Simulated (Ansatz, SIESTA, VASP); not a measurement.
**MnO (Fm-3m, 4 atoms in the cell) computed with different codes at matched settings**

Self-consistent single point.

```xyz
4
Lattice="4.4804 2.2402 2.2402 2.2402 4.4804 2.2402 2.2402 2.2402 4.4804" Properties=species:S:1:pos:R:3 pbc="T T T"
Mn     0.0000     0.0000     0.0000
Mn     4.4804     4.4804     4.4804
O      2.2402     2.2402     2.2402
O      6.7206     6.7206     6.7206
```
Moments meant for the start (each program seeds them in its own way; μB, in the order of the atoms Mn Mn O O): 5.0 -5.0 0.0 0.0.

Shared settings, as Ansatz (an electronic-structure program) writes them: kpoints.mp_grid.grid = 5 5 5; scf.occupations.method = fermi_dirac; scf.occupations.width = 0.05 eV. Potentials and cutoffs stand in the table.

| code | model | pressure (GPa) | gap on the mesh (eV) | cutoff |
|---|---|---|---|---|
| Ansatz | PBEsol, default PAW files made with PBE | -11.02 | – | default |
| VASP | PBEsol, VASP's PBE PAW potentials (set 64) | -15.59 | 0.749 | 400 eV |
| SIESTA | GGA PBEsol, numerical atomic orbitals TZP, PseudoDojo PBEsol standard norm-conserving potentials (rewritten from UPF to PSML) | -11.89 | 0.860 | grid 350 Ry |

A dash marks a value that a program does not give, or that is left out as unsure.

No gap is tabulated for Ansatz: it is not read from that output, or partly filled or unconverged empty levels leave it unsure.

Gaps are read on the mesh.

On Ansatz's run: the magnetic order is the one reached from the typed start; others were not searched systematically.

The spread over the programs that give each value: pressure within 4.57 GPa; gap on the mesh within 0.111 eV.

SIESTA uses small atom-centred bases, whose incompleteness enters pressures, forces and empty levels differently from a plane-wave cutoff. Ansatz's pressure is given at a fixed set of plane waves, as the other plane-wave codes print theirs; with its correction for the finite basis it is -10.39 GPa (the shift of 0.63 GPa shows how far the cutoff is from converged).

The shared mesh is coarse (it stands for a supercell whose shortest vector is 16 Å), so the values are not converged in it.

VASP's run is marked for a possible Pulay error in its stress at this cutoff; no cutoff test was made.

The starting cell has typed, rounded lattice constants, without a prior relaxation at this level. Its lattice was rescaled by a random factor within 2.5 % of one.

Left out of this page: GPAW (failed or unconverged); Elk (not drawn, or without a comparable value).

Keys are those of Ansatz 0.2.
